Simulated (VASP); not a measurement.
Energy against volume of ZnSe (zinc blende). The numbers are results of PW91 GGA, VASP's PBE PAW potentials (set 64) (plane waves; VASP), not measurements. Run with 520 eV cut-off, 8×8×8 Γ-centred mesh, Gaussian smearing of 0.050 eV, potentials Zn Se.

| V (Å³/atom) | E (eV/atom) |
|---|---|
| 22.883 | -3.03463 |
| 23.591 | -3.03867 |
| 24.299 | -3.03508 |
| 25.007 | -3.02504 |

Problem. Fit these four points and predict the energy of the run at 22.176 Å³/atom.

Solution. A cubic in V^(−2/3), the third-order Birch-Murnaghan form, passes through the four points with V0 = 23.59 Å³/atom and B0 = 57 GPa, and gives -3.0216 eV/atom there. The run gave -3.0216 eV/atom, -0.0 meV/atom from the fit; all five points give B0 = 57 GPa.

The compound is ZnSe in the zinc blende structure. It was relaxed first.
